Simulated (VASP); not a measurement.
# AlN (P6_3mc) in VASP: G0W0 quasiparticle levels with PBE

Aim: the G0W0 quasiparticle levels of AlN with PBE.

Everything below comes from runs of VASP 6.6.1. Logs are shortened: lines on timing, memory, paths and dates and some standing lists are left out, and cuts for length are marked.

**The experiment to reproduce.**

From “Self-assembly of well-separated AlN nanowires directly on sputtered metallic TiN films”, 2019, arxiv:1910.07391, for a bulk crystal of AlN at 10 K: band gap 6.034 eV (an exciton energy, a little under the gap).

The results are compared with them further down.

## (1) Starting point

It takes space group P6_3mc (No. 186, hexagonal). The conventional cell has a = 3.113 Å, b = 3.113 Å, c = 4.981 Å, α = 90.00°, β = 90.00°, γ = 120.00°. Around Al (site symmetry 3m) lie 4 N at 1.89 Å. N (site symmetry 3m) has 4 Al at 1.89 Å as nearest neighbours.

## (2) G0W0 quasiparticle levels, PBE

Input file POSCAR:

```
AlN
1.0
    3.1130000000      0.0000000000      0.0000000000
   -1.5565000000      2.6959370800      0.0000000000
    0.0000000000      0.0000000000      4.9810000000
Al N
2 2
Direct
    0.3333333300      0.6666666700      0.0000000000
    0.6666666700      0.3333333300      0.5000000000
    0.3333333300      0.6666666700      0.3800000000
    0.6666666700      0.3333333300      0.8800000000
```

Input file INCAR.step1:

```
PREC = Accurate
ENCUT = 420
EDIFF = 1E-8
ISMEAR = 0
SIGMA = 0.01
LREAL = F
LASPH = T
NELM = 100
ALGO = Normal
LWAVE = T
LCHARG = F
GGA = PE
```

Input file INCAR.step2:

```
PREC = Accurate
ENCUT = 420
EDIFF = 1E-8
ISMEAR = 0
SIGMA = 0.01
LREAL = F
LASPH = T
NELM = 1
ALGO = Exact
LWAVE = T
LCHARG = F
GGA = PE
NBANDS = 288
LOPTICS = T
ISTART = 1
```

Input file INCAR.step3:

```
PREC = Accurate
ENCUT = 420
EDIFF = 1E-8
ISMEAR = 0
SIGMA = 0.01
LREAL = F
LASPH = T
ALGO = EVGW0
LWAVE = F
LCHARG = F
GGA = PE
NELMGW = 1
NBANDS = 288
ENCUTGW = 200
NOMEGA = 60
PRECFOCK = Fast
ISTART = 1
NBANDSGW = 16
```

Input file KPOINTS:

```
regular mesh
0
Gamma
  6 6 4
```

Potentials or basis: VASP PAW PBE potentials, release 64 (Al_GW, N_GW).

Started as:

```bash
> cat potpaw_PBE.64/Al_GW/POTCAR potpaw_PBE.64/N_GW/POTCAR > POTCAR
> cp INCAR.step1 INCAR
> mpirun -np 1 vasp_std > vasp.out
> cp INCAR.step2 INCAR
> mpirun -np 1 vasp_std > vasp.out
> cp INCAR.step3 INCAR
> mpirun -np 1 vasp_std > vasp.out
```

OUTCAR:

```text
PREC = Accurate
   ENCUT = 420
   EDIFF = 1E-8
   ISMEAR = 0
   LREAL = F
   LASPH = T
   GGA = PE
   NELMGW = 1
   ENCUTGW = 200
   PRECFOCK = Fast
   ISTART = 1

 ion  position               nearest neighbor table
   1  0.333  0.667  0.000-   3 1.89   4 1.89   4 1.89   4 1.89
   2  0.667  0.333  0.500-   4 1.89   3 1.89   3 1.89   3 1.89
   3  0.333  0.667  0.380-   1 1.89   2 1.89   2 1.89   2 1.89
   4  0.667  0.333  0.880-   2 1.89   1 1.89   1 1.89   1 1.89

  LATTYP: Found a hexagonal cell.
 ALAT       =     3.1130000000
 C/A-ratio  =     1.6000642467

  Lattice vectors:

 A1 = (   3.1130000000,   0.0000000000,   0.0000000000)
 A2 = (  -1.5565000000,   2.6959370800,   0.0000000000)
 A3 = (   0.0000000000,   0.0000000000,   4.9810000000)

Analysis of symmetry for initial positions (statically):
=====================================================================
 Subroutine PRICEL returns:
 Original cell was already a primitive cell.

 Routine SETGRP: Setting up the symmetry group for a
 hexagonal supercell.

 Subroutine GETGRP returns: Found 12 space group operations
 (whereof  6 operations were pure point group operations)
 out of a pool of 24 trial point group operations.

The static configuration has the point symmetry C_3v.
 The point group associated with its full space group is C_6v.

Analysis of symmetry for dynamics (positions and initial velocities):
=====================================================================
 Subroutine PRICEL returns:
 Original cell was already a primitive cell.

 Routine SETGRP: Setting up the symmetry group for a
 hexagonal supercell.

 Subroutine GETGRP returns: Found 12 space group operations
 (whereof  6 operations were pure point group operations)
 out of a pool of 24 trial point group operations.

The dynamic configuration has the point symmetry C_3v.
 The point group associated with its full space group is C_6v.

 Subroutine INISYM returns: Found 12 space group operations
 (whereof  6 operations are pure point group operations),
 and found     1 'primitive' translations

----------------------------------------------------------------------------------------

                                     Primitive cell

  volume of cell :      41.8028

  direct lattice vectors                    reciprocal lattice vectors
     3.113000000  0.000000000  0.000000000     0.321233537  0.185464269  0.000000000
    -1.556500000  2.695937080  0.000000000     0.000000000  0.370928538  0.000000000
     0.000000000  0.000000000  4.981000000     0.000000000  0.000000000  0.200762899

  length of vectors
     3.113000000  3.112999998  4.981000000     0.370928538  0.370928538  0.200762899

  position of ions in fractional coordinates (direct lattice)
     0.333333330  0.666666670  0.000000000
     0.666666670  0.333333330  0.500000000
     0.333333330  0.666666670  0.380000000
     0.666666670  0.333333330  0.880000000

  ion indices of the primitive-cell ions
   primitive index   ion index
                 1           1
                 2           2
                 3           3
                 4           4

----------------------------------------------------------------------------------------

 KPOINTS: regular mesh

Automatic generation of k-mesh.
 Grid dimensions read from file:
 generate k-points for:    6    6    4

 Generating k-lattice:

  Cartesian coordinates                     Fractional coordinates (reciprocal lattice)
     0.053538923  0.030910712  0.000000000     0.166666667 -0.000000000  0.000000000
     0.000000000  0.061821423  0.000000000     0.000000000  0.166666667  0.000000000
     0.000000000  0.000000000  0.050190725     0.000000000  0.000000000  0.250000000

  Length of vectors
     0.061821423  0.061821423  0.050190725

  Shift w.r.t. Gamma in fractional coordinates (k-lattice)
     0.000000000  0.000000000  0.000000000

 Subroutine IBZKPT returns following result:
 ===========================================

 Found     21 irreducible k-points:

 Following reciprocal coordinates:
            Coordinates               Weight
  0.000000  0.000000  0.000000      1.000000
  0.166667  0.000000  0.000000      6.000000
  0.333333  0.000000  0.000000      6.000000
  0.500000  0.000000  0.000000      3.000000
  0.166667  0.166667  0.000000      6.000000
  0.333333  0.166667  0.000000     12.000000
[... 13 lines left out ...]
  0.333333  0.166667  0.500000     12.000000
  0.333333  0.333333  0.500000      2.000000
   k-points           NKPTS =     21   k-points in BZ     NKDIM =    144   number of bands    NBANDS=    288
   number of dos      NEDOS =    301   number of ions     NIONS =      4
   total plane-waves  NPLWV =  20736
   dimension x,y,z NGX =    24 NGY =   24 NGZ =   36
   dimension x,y,z NGXF=    48 NGYF=   48 NGZF=   72
   ions per type =               2   2
   NGX,Y,Z   is equivalent  to a cutoff of  12.82, 12.82, 12.02 a.u.
   NGXF,Y,Z  is equivalent  to a cutoff of  25.63, 25.63, 24.03 a.u.
 SYSTEM =  unknown system
   PREC   = accura    normal or accurate (medium, high low for compatibility)
   ISTART =      1    job   : 0-new  1-cont  2-samecut
   ICHARG =      0    charge: 1-file 2-atom 10-const
   ISPIN  =      1    spin polarized calculation?
   LNONCOLLINEAR =      F non collinear calculations
   LSORBIT =      F    spin-orbit coupling
   LASPH  =      T    aspherical Exc in radial PAW
   ENCUT  =  420.0 eV  30.87 Ry    5.56 a.u.   5.20  5.20  8.32*2*pi/ulx,y,z
   NELM   =     60;   NELMIN=  2; NELMDL=  0     # of ELM steps
   EDIFF  = 0.1E-07   stopping-criterion for ELM
   LREAL  =      F    real-space projection
   EDIFFG = 0.1E-06   stopping-criterion for IOM
   NSW    =      0    number of steps for IOM
   IBRION =     -1    ionic relax: 0-MD 1-quasi-New 2-CG
   NFREE  =      0    steps in history (QN), initial steepest desc. (CG)
   ISIF   =      0    stress and relaxation
   ISYM   =      3    0-nonsym 1-usesym 2-fastsym
   POTIM  = 0.5000    time-step for ionic-motion
   TEBEG  =    0.0;   TEEND  =   0.0 temperature during run
   PSTRESS=    0.0 pullay stress
   NELECT =      16.0000    total number of electrons
   NUPDOWN=      -1.0000    fix difference up-down
   EMIN   =  10.00;   EMAX   =-10.00  energy-range for DOS
   EFERMI =   0.00;   METHOD = LEGACY
   ISMEAR =     0;   SIGMA  =   0.01  broadening in eV -4-tet -1-fermi 0-gaus
   EFERMI_NEDOS =   21; number of points for ismear=-14 and -15
   IALGO  =     38    algorithm
   IMIX   =      4    mixing-type and parameters
     AMIX     =   0.40;   BMIX     =  1.00
     AMIX_MAG =   1.60;   BMIX_MAG =  1.00
  volume/ion in A,a.u.               =      10.45        70.52
  Fermi-wavevector in a.u.,A,eV,Ry     =   1.188629  2.246183 19.222843  1.412839
  Thomas-Fermi vector in A             =   2.324754
   LORBIT       =      0    0 simple, 1 ext, 2 COOP (PROOUT), +10 PAW based schemes
   GGA     = PE    functional components
   LHFCALC =     T    Hartree Fock is set to
   PRECFOCK=fast      Normal, Fast or Accurate (Low or Medium for compatibility)
   ENCUT4O =  -1.0   cutoff for four orbital integrals eV
   NKREDX  =     1    reduce k-point grid by
   NKREDY  =     1    reduce k-point grid by
   NKREDZ  =     1    reduce k-point grid by
   AEXX    =    1.0000 exact exchange contribution
   HFSCREEN=    0.0000 screening length (either q_TF or 0.3 A-1)
   HFSCREENC=   0.0000 screening length for correlation (either q_TF or 0.3 A-1)
   ENCUTFOCK=  -1.0 apply spherical cutoff to Coloumb kernel
   IVDW    =     0    specifies the selected vdW correction
   LEPSILON=     F    determine dielectric tensor
   LRPA    =     F    only Hartree local field effects (RPA)
   LRPAFORCE           =     F    calculate RPA forces
   ENCUTGW             = 200.0    cutoff for response function in eV
   ENCUTGWSOFT         = 160.0    soft cutoff for Coulomb kernel in GW response function in eV
   ENCUTLF             =  -1.0    cutoff for local field effects
   NELMGW              =     1    number of iterations in solving QP/BSE equation
   NELMHF              =     1    number of iterations in the inner HF iteration
   NKREDLFX            =     1    NKREDLFY  =   1   NKREDLFZ  =   1
 non-spin polarized calculation
 Gauss-broadening in eV      SIGMA  =   0.01
  energy-cutoff  :      420.00
  volume of cell :       41.80
 maximum number of plane-waves:       827
 NGX is ok and might be reduce to    24
  NGX = 12; NGY = 12; NGZ = 20
   NGX = 11   NGY = 11   NGZ = 17
 maximum number of plane-waves:       287

 QP shifts <psi_nk| G(iteration)W_0 |psi_nk>: iteration 1
 for sc-GW calculations column KS-energies equals QP-energies in previous step
 and V_xc(KS)=  KS-energies - (<T + V_ion + V_H > + <T+V_H+V_ion>^1  + <V_x>^1)

 k-point   1 :       0.0000    0.0000    0.0000
  band No.  KS-energies  QP-energies   sigma(KS)   V_xc(KS)     V^pw_x(r,r')   Z            occupation Imag(sigma)

      1     -10.0629     -11.7129     -17.0926     -14.8002     -24.7844       0.7198       2.0000       1.1898
      2      -7.9156      -9.4561     -18.5006     -16.3559     -25.8786       0.7183       2.0000       0.9324
      3      -0.8725      -2.2287     -14.5341     -12.6530     -18.5207       0.7210       2.0000       0.1250
      4       4.2792       3.1594     -17.7499     -16.3025     -20.5732       0.7736       2.0000       0.0422
      5       4.2792       3.1594     -17.7499     -16.3025     -20.5732       0.7736       2.0000       0.0422
      6       4.9365       3.8976     -18.1059     -16.7700     -20.7655       0.7778       2.0000       0.0408
[... 8 lines left out ...]
     15      18.2568      19.1898      -9.3285     -10.5023      -4.0250       0.7948       0.0000      -0.1231
     16      18.2568      19.1898      -9.3285     -10.5023      -4.0250       0.7948       0.0000      -0.1231

 k-point   2 :       0.1667    0.0000    0.0000
  band No.  KS-energies  QP-energies   sigma(KS)   V_xc(KS)     V^pw_x(r,r')   Z            occupation Imag(sigma)

      1      -9.7171     -11.3515     -17.2413     -14.9807     -24.8779       0.7230       2.0000       1.1489
      2      -7.7291      -9.2719     -18.6376     -16.5013     -25.9811       0.7222       2.0000       0.9147
      3      -0.4570      -1.8122     -14.6840     -12.8202     -18.5327       0.7271       2.0000       0.1077
      4       2.8582       1.6196     -16.5467     -14.9321     -19.5456       0.7671       2.0000       0.0491
      5       3.6445       2.5050     -17.1108     -15.6356     -19.8986       0.7725       2.0000       0.0429
      6       3.8859       2.7185     -17.4114     -15.9005     -20.2951       0.7727       2.0000       0.0435
[... 8 lines left out ...]
     15      17.4852      18.2837      -9.2693     -10.2701      -4.1559       0.7979       0.0000      -0.1087
     16      17.9013      18.6818      -9.0357     -10.0132      -3.8130       0.7985       0.0000      -0.1363
[... 348 lines left out ...]
      5       2.5097       1.2284     -16.1651     -14.4930     -19.2184       0.7663       2.0000       0.0511
      6       2.5097       1.2284     -16.1651     -14.4930     -19.2184       0.7663       2.0000       0.0511
[... 8 lines left out ...]
     15      18.5775      19.4901     -10.3258     -11.4938      -4.7540       0.7813       0.0000      -0.1595
     16      18.5775      19.4901     -10.3258     -11.4938      -4.7540       0.7813       0.0000      -0.1595

 k-point  21 :       0.3333    0.3333    0.5000
  band No.  KS-energies  QP-energies   sigma(KS)   V_xc(KS)     V^pw_x(r,r')   Z            occupation Imag(sigma)

      1      -7.5251      -9.0710     -18.8231     -16.7101     -26.1472       0.7316       2.0000       0.9050
      2      -7.5251      -9.0710     -18.8231     -16.7101     -26.1472       0.7316       2.0000       0.9050
      3       0.2917      -1.0589     -15.2811     -13.4536     -18.9466       0.7390       2.0000       0.0885
      4       0.2917      -1.0589     -15.2811     -13.4536     -18.9466       0.7390       2.0000       0.0885
      5       1.2781      -0.1007     -15.2461     -13.4257     -18.5180       0.7574       2.0000       0.0617
      6       1.2781      -0.1007     -15.2461     -13.4257     -18.5180       0.7574       2.0000       0.0617
[... 8 lines left out ...]
     15      18.9619      19.6857      -9.2074     -10.1155      -3.8947       0.7971       0.0000      -0.1581
     16      18.9619      19.6857      -9.2074     -10.1155      -3.8947       0.7971       0.0000      -0.1581
```

It took 23 min on 1 thread of Intel Xeon Platinum 8375C at 2.90GHz (Ice Lake), shared host; peak memory 1.1 GiB.

Results:

- Band gap on the k mesh, mean-field level: 4.20 eV, direct
- Quasiparticle gap: 5.82 eV
- Least direct quasiparticle gap: 5.82 eV

Caveat: bands, screening cutoff and mesh are small and nothing is extrapolated, so the quasiparticle values aren't converged.

## (3) Against experiment

Step 2. A measured gap of AlN is 6.034 eV (an exciton energy, a little under the gap; 10 K; quoted in “Self-assembly of well-separated AlN nanowires directly on sputtered metallic TiN films”, 2019, arxiv:1910.07391); the calculated 5.82 eV misses it by -0.21 eV. 2 values of this kind are on record (6.034 to 6.0343 eV); this one was drawn at random. The value is that of G0W0 on PBE, without temperature or zero-point motion.
